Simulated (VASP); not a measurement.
The input files of a VASP run:

### POSCAR
```
GaP
1.0
  0.0000000000   2.7250000000   2.7250000000
  2.7250000000   0.0000000000   2.7250000000
  2.7250000000   2.7250000000   0.0000000000
Ga P
1 1
Direct
  0.0000000000   0.0000000000   0.0000000000
  0.2500000000   0.2500000000   0.2500000000
```

### KPOINTS
```
Regular mesh
0
gamma
 8 8 8
```

INCAR:
```
! general
SYSTEM   = GaP
PREC     = Accurate
ENCUT    = 520
LREAL    = .False.
LASPH    = .True.

! electronic loop
EDIFF    = 1E-6
NELM     = 100
ALGO     = Normal
LMAXMIX  = 4

! smearing
ISMEAR   = 0
SIGMA    = 0.05

! functional
GGA      = CX
LUSE_VDW = .True.
AGGAC    = 0.0

! ions
IBRION   = 2
NSW      = 60
ISIF     = 3
EDIFFG   = -0.01

! output
LWAVE    = .False.
LCHARG   = .False.
```

POTCAR, in this order: Ga_d P (PBE.64 set). Program: vasp_std.

**Question.** Write an equivalent input for Quantum ESPRESSO's pw.x.

**Answer.** One equivalent input (not run):
```
&CONTROL
  calculation = 'vc-relax'
  pseudo_dir = './pseudo'
  outdir = './out'
  tprnfor = .true.
  tstress = .true.
  nstep = 60
  forc_conv_thr = 0.00039
/
&SYSTEM
  ibrav = 0
  nat = 2
  ntyp = 2
  ecutwfc = 80
  occupations = 'smearing'
  smearing = 'gaussian'
  degauss = 0.003675
  input_dft = 'vdw-df-cx'
/
&ELECTRONS
  conv_thr = 7.3e-08
  electron_maxstep = 100
/
&IONS
/
&CELL
/
ATOMIC_SPECIES
  Ga 69.723 Ga.upf
  P 30.974 P.upf
CELL_PARAMETERS angstrom
     0.0000000    2.7250000    2.7250000
     2.7250000    0.0000000    2.7250000
     2.7250000    2.7250000    0.0000000
ATOMIC_POSITIONS crystal
  Ga   0.0000000  0.0000000  0.0000000
  P    0.2500000  0.2500000  0.2500000
K_POINTS automatic
  8 8 8 0 0 0
```
Limits of the translation: the potentials are each code's own (VASP's PAW set, PseudoDojo norm-conserving files in pw.x), so ENCUT and ecutwfc are chosen apart and not converted; conv_thr bounds pw.x's estimated SCF error, while EDIFF bounds the energy change between steps; forc_conv_thr acts on force components and is met together with etot_conv_thr.

The compound is GaP in the zinc blende structure. The cell was not relaxed at this level.
